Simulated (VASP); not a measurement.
Here is the system:

```
Se
1.0
    2.26327    -3.92009     0.00000
    2.26327     3.92009     0.00000
    0.00000     0.00000     5.04575
Se
3
Direct
  0.00000   0.21885   0.66667
  0.78115   0.78115   0.00000
  0.21885   0.00000   0.33333
```

Computed with PBE GGA, VASP's PBE PAW potentials (set 64) (plane waves; VASP). Numerical set-up: 520 eV cut-off, Gaussian smearing of 0.050 eV, potentials Se.

Without a dispersion term in the relaxation, distances and binding between the weakly bound layers, chains or molecules are unreliable, and so is what depends on them.

Problem. Give the energies of bands 4 to 12 at the high-symmetry points, in eV from the valence-band maximum.

Solution. 
| band | Γ | M | K | A | L | H |
|---|---|---|---|---|---|---|
| 4 | -3.72 | -4.73 | -4.60 | -4.66 | -5.42 | -5.33 |
| 5 | -3.72 | -4.38 | -4.60 | -3.22 | -4.13 | -4.47 |
| 6 | -3.42 | -3.08 | -2.53 | -3.22 | -3.95 | -4.47 |
| 7 | -1.84 | -2.58 | -2.53 | -1.32 | -1.57 | -0.87 |
| 8 | -1.84 | -1.69 | -2.48 | -1.32 | -1.12 | -0.22 |
| 9 | -0.31 | -0.86 | -1.29 | -0.95 | 0.00 | -0.22 |
| 10 | 1.93 | 2.00 | 2.91 | 1.34 | 1.55 | 1.02 |
| 11 | 1.93 | 2.42 | 2.91 | 1.38 | 2.64 | 2.73 |
| 12 | 2.30 | 3.83 | 3.58 | 1.38 | 2.93 | 2.73 |

The gap is indirect, 1.02 eV, from the valence maximum at L to the conduction minimum at H.

The compound is Se in the trig structure. It was relaxed first, which changed the volume by +9 %.
